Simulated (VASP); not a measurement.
Consider the following.

```
CELL_PARAMETERS angstrom
      0.00000     3.59309     3.59309
      3.59309     0.00000     3.59309
      3.59309     3.59309     0.00000
ATOMIC_POSITIONS crystal
  K  0.00000 0.00000 0.00000
  I  0.50000 0.50000 0.50000
```

All values below come from PBE GGA, VASP's PBE PAW potentials (set 64) (plane waves; VASP). Settings: 480 eV cut-off, 6×6×6 Γ-centred mesh, Gaussian smearing of 0.050 eV, potentials K_sv I.

Each relaxation starts from this cell; other phases were not tried.

Problem. The cell is relaxed at 10 GPa. What happens?

Solution. The volume per atom goes from 46.39 to 31.76 Å³ (-31.5 %), and the cell becomes a = b = c = 6.334 Å, α = β = γ = 90.00°, space group Fm-3m. The gap on the mesh goes from 3.85 to 4.11 eV.

Problem. The cell is relaxed at 30 GPa. What happens?

Solution. The volume per atom goes from 46.39 to 24.76 Å³ (-46.6 %), and the cell becomes a = b = c = 5.8296 Å, α = β = γ = 90.00°, space group Fm-3m. The gap on the mesh goes from 3.85 to 2.99 eV.

Failed runs are left out, and for metals the shear rows, which the mesh's noise covers.

The compound is KI in the rock salt structure.
